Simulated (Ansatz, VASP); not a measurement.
ZrOs in VASP and in Ansatz

INCAR

```
PREC = Accurate ; ENCUT = 520
EDIFF = 1E-8 ; ISMEAR = -1
SIGMA = 0.03 ; LREAL = F
LASPH = T ; NELM = 60
ALGO = Normal ; ISIF = 2
LWAVE = F ; LCHARG = F
LEFG = T ; NBANDS = 17
```

The input KPOINTS:

```
Automatic mesh
0
Gamma
  13 13 13
```

POSCAR

```
ZrOs
1.0
    3.3269966396      0.0000000000      0.0000000000
    0.0000000000      3.3269966396      0.0000000000
    0.0000000000      0.0000000000      3.3269966396
Zr Os
1 1
Direct
    0.5000000000      0.5000000000      0.5000000000
    0.0000000000      0.0000000000      0.0000000000
```

Input for Ansatz:

```yaml
crystal:
  lattice:
    - [3.3269966396, 0.0, 0.0]
    - [0.0, 3.3269966396, 0.0]
    - [0.0, 0.0, 3.3269966396]
  atoms:
    - { symbol: Zr, position: [0.5, 0.5, 0.5] }
    - { symbol: Os, position: [0.0, 0.0, 0.0] }
kpoints:
  mp_grid: { grid: [13, 13, 13] }
scf:
  occupations: { method: fermi_dirac, width: 0.03 }
hamiltonian:
  xc: lda
  pseudopotentials: { kind: paw }
output:
  forces: true
  stress: true
  eigenvalues: true
  efg: { contact_densities: true }
```

Change from the starting cell: volume scaled by 1.06, PAW files.

Alike in both runs: task electric field gradients; functional LDA; k mesh 13 × 13 × 13; occupations fermi-dirac, width 0.03 eV; no spin polarisation.

|  | VASP | Ansatz |
| --- | --- | --- |
| version | VASP 6.6.1 | Ansatz 0.2.0 |
| potentials or method | VASP PAW LDA potentials, release 64 (Zr_sv, Os) | PAW with Ansatz's default frozen-core files, scalar-relativistic |
| plane-wave cutoff (eV) | 520 | 420 |
| valence electrons in the cell | 20 | 28 |

```csv
,VASP,Ansatz,Ansatz less VASP
pressure (GPa),-17.7,-17.9,-0.15
Vzz of the field gradient on the site that differs most (V/Å²),0.0,0.0,0.00
```

The two sets of potentials don't hold the same shells in valence. Ansatz warned: «gradients_without_spin_orbit».

Caveats: so large a pressure means that the cell lies far from this level's equilibrium, or that cutoff or potentials fall short (VASP). The runs have no spin-orbit coupling, so splittings on Os are missing.
